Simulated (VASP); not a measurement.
Consider the following.

```
CELL_PARAMETERS angstrom
      0.00000     3.22805     3.22805
      3.22805     0.00000     3.22805
      3.22805     3.22805     0.00000
ATOMIC_POSITIONS crystal
  Ba 0.00000 0.00000 0.00000
  S  0.50000 0.50000 0.50000
```

Method: PBE GGA, VASP's PBE PAW potentials (set 64) (plane waves; VASP). Run with 520 eV cut-off, 8×8×8 Γ-centred mesh, tetrahedra with Blöchl corrections, potentials Ba_sv S.

Unless said otherwise, spin-orbit coupling is left out, though it shifts the bands of the heavy elements here.

### Question
What does the run give for the energy per atom (σ→0), band gap (on the k-mesh) with the smallest direct gap where there is one?

### Answer

band gap (on the k-mesh): 2.16 eV
smallest direct gap (on the k-mesh): 2.31 eV
energy per atom (σ→0): -5.097 eV/atom

The compound is BaS in the rock salt structure. It was relaxed first.
